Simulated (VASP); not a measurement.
Given:

```
CELL_PARAMETERS angstrom
      0.00000     3.20184     3.20184
      3.20184     0.00000     3.20184
      3.20184     3.20184     0.00000
ATOMIC_POSITIONS crystal
  Ba 0.00000 0.00000 0.00000
  S  0.50000 0.50000 0.50000
```

These are rev-vdW-DF2, VASP's PBE PAW potentials (set 64) (plane waves; VASP 6.6.1) values and carry that method's errors. Settings: 520 eV cut-off, 8×8×8 Γ-centred mesh, tetrahedra with Blöchl corrections, potentials Ba_sv S.

Unless said otherwise, spin-orbit coupling is left out, though it shifts the bands of the heavy elements here.

Question: Tabulate the total density of states (states/eV per cell) against energy (eV; zero at the valence-band maximum or, without a gap, the Fermi level).

Answer: 
```
E (eV) | DOS (states/eV)
    -9.92 | ###### 1.09
    -9.57 | ################### 3.52
    -9.11 |  0.04
    -8.76 |  0.00
    -8.29 |  0.00
    -7.94 |  0.00
    -7.59 |  0.00
    -7.12 |  0.00
    -6.77 |  0.00
    -6.42 |  0.00
    -5.95 |  0.00
    -5.60 |  0.00
    -5.13 |  0.00
    -4.78 |  0.00
    -4.43 |  0.00
    -3.96 |  0.00
    -3.61 |  0.00
    -3.15 |  0.00
    -2.79 |  0.00
    -2.44 |  0.00
    -1.98 |  0.01
    -1.63 | ######## 1.41
    -1.28 | ############### 2.82
    -0.81 | ############################## 5.51
    -0.46 | ############################# 5.34
     0.01 |  0.02
     0.36 |  0.00
     0.71 |  0.00
     1.18 |  0.00
     1.53 |  0.00
     2.00 |  0.00
     2.35 | # 0.22
     2.70 | ## 0.44
     3.17 | #### 0.70
     3.52 | ###### 1.10
     3.87 | ####### 1.30
     4.33 | ######## 1.52
     4.69 | ######## 1.44
     5.15 | ############ 2.19
     5.50 | ################ 3.01
```
Within 2 eV below the valence-band maximum the largest weight inside VASP's projection spheres is S p.

The compound is BaS in the rock salt structure. It was relaxed first.
